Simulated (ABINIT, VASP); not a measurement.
VASP input:

### POSCAR
```
CdO
1
    0.0000000000     2.3500000000     2.3500000000
    2.3500000000     0.0000000000     2.3500000000
    2.3500000000     2.3500000000     0.0000000000
Cd O
1 1
Direct
  0.0000000000   0.0000000000   0.0000000000
  0.5000000000   0.5000000000   0.5000000000
```

**INCAR**
```
SYSTEM=CdO
PREC=Accurate; ENCUT=400; LREAL=.False.
LASPH=.True.
EDIFF=1E-6; NELM=100; ALGO=Normal
LMAXMIX=4
ISMEAR=-1; SIGMA=0.02
GGA=PE
ISIF=2
LWAVE=.False.; LCHARG=.False.
```

**KPOINTS**
```
Automatic
0
gamma
  8 8 8
0 0 0
```

POTCAR, in this order: Cd O (PBE.64 set). Program: vasp_std.

**Question.** Translate it to ABINIT.

**Answer.** One input that does it (PBE, PAW (JTH v2.0 PBE PAW)):
```
# CdO, JTH v2.0 PBE PAW
pp_dirpath "./"
pseudos "Cd.GGA_PBE-JTH.xml, O.GGA_PBE-JTH.xml"
acell 3*1.0 Angstrom
rprim
        -0.0000000000    2.3500000000    2.3500000000
         2.3500000000   -0.0000000000    2.3500000000
         2.3500000000    2.3500000000   -0.0000000000
natom 2
ntypat 2
znucl 48 8
typat 1 2
xcart
         0.0000000000    0.0000000000    0.0000000000
         2.3500000000    2.3500000000    2.3500000000
      Angstrom
ecut 653 eV
pawecutdg 1306 eV
pawxcdev 0
ixc 11
occopt 3
tsmear 0.00073499
nband 14
kptopt 1
ngkpt 8 8 8
nshiftk 1
shiftk 0 0 0
nstep 60
tolvrs 1.0e-11
prtwf 0
prtden 0
enunit 1
```
Both inputs were run and reached self-consistency, which says nothing on mesh or cut-off. Potentials, basis and cut-offs are each code's own, so they don't translate, and total energies aren't comparable.

The structure is a typed CdO crystal (Fm-3m). The cell was not relaxed at this level, and it may have been scaled.
